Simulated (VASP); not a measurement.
Runs of VASP 6.6.1 on Ni2N. The structure is trigonal, space group P-3m1 (No. 164). Conventional cell: a = 2.840 Å, b = 2.840 Å, c = 4.103 Å, α = 90.00°, β = 90.00°, γ = 120.00°. Ni (site symmetry 3m) has 3 N at 1.95 Å as nearest neighbours. Around N (site symmetry -3m) lie 6 Ni at 1.95 Å. The cell was built by a generator and needn't be a form met in nature.

| task | level | potentials or basis | spin | U | cell | k mesh | cutoff (eV) | smearing | LDAUTYPE | hund's J | optimiser | gap on the mesh (eV) | pressure (GPa) | moment (μB) | relaxed volume (Å³/atom) |
| --- | --- | --- | --- | --- | --- | --- | --- | --- | --- | --- | --- | --- | --- | --- | --- |
| relaxation of cell and atoms | PBE | VASP PAW PBE potentials, release 64 (Ni, N) | collinear, ferromagnetic start | - | relaxed | 8 × 8 × 5 | 600 | gaussian 0.05 eV | - | - | - | none | -0.1 | 0.00 | (a) |
| single point | PBE | VASP PAW PBE potentials, release 64 (Ni, N) | collinear, ferromagnetic start | - | as given | 11 × 11 × 7 | 520 | fermi-dirac 0.05 eV | - | - | - | none | 0.5 | 0.00 | - |
| relaxation of cell and atoms | RPBE+D3(BJ)+U | VASP PAW PBE potentials, release 54 (Ni, N) | collinear, antiferromagnetic start | Ni d U = 4.5 eV, J = 0.9 eV | relaxed | 8 × 8 × 5 | 600 | fermi-dirac 0.02 eV | 1 | 0.9 | BFGS | none | -0.1 | 0.00 | 8.40 |
| relaxation of cell and atoms | RPBE | VASP PAW PBE potentials, release 64 (Ni, N) | collinear, ferromagnetic start | - | relaxed | 8 × 8 × 5 | 600 | gaussian 0.05 eV | - | - | - | none | 0.0 | 0.00 | 9.84 |

Q: Fill in the values left out.

A: (a) 9.56.

Caveats: the PAW data sets were made with another functional, which shifts forces and pressure a little (some runs); pairwise dispersion overbinds metals, which lowers pressure and volume (some runs).

A gap of «none» marks a metal or a gap under the smearing width.
